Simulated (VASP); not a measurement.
An input for Ansatz (written as the equivalent of a VASP run, and not itself run):

Ansatz 0.2 input:
```yaml
crystal:
  lattice:
    - [-2.5187866, 2.5187866, 2.5187866]
    - [2.5187866, -2.5187866, 2.5187866]
    - [2.5187866, 2.5187866, -2.5187866]
  atoms:
    - { symbol: Ba, position: [0.0000000, 0.0000000, 0.0000000] }
kpoints:
  mp_grid: { grid: [10, 10, 10] }
hamiltonian:
  xc: pbe
  dispersion: d3bj
  pseudopotentials: { kind: paw }
scf:
  occupations: { method: methfessel_paxton, width: 0.1 }
  max_iter: 100
output: { forces: true, stress: true, eigenvalues: true }
```

### Question
Write the VASP files for the same calculation (PBE-D3(BJ)).

### Answer
One answer among several that fit: 
File KPOINTS:
```
kpoints
0
gamma
  10 10 10
0 0 0
```

### POSCAR
```
Ba
1.0
 -2.5187866436   2.5187866436   2.5187866436
  2.5187866436  -2.5187866436   2.5187866436
  2.5187866436   2.5187866436  -2.5187866436
Ba
1
Cart
  0.0000000000   0.0000000000   0.0000000000
```

**INCAR**
```
SYSTEM = Ba
PREC = Accurate; ENCUT = 520; LREAL = F
LASPH = T
EDIFF = 1E-7; NELM = 100; ALGO = Normal
LMAXMIX = 4
ISMEAR = 1; SIGMA = 0.1
GGA = PE; IVDW = 12
ISIF = 2
LWAVE = F; LCHARG = F
```

POTCAR, in this order: Ba_sv (PBE.64 set). Program: vasp_std.

The two are equivalent in intent, not identical: each code has its own PAW files, so the cut-off isn't converted (ENCUT is set for VASP's; basis.ecutwfc is left out, and Ansatz then takes the one that its files recommend); Ansatz stops its SCF on the density residual and VASP on the energy change (EDIFF).

The compound is Ba in the bcc structure. This cell is one point of a volume scan, at 1.06 of the reference volume.
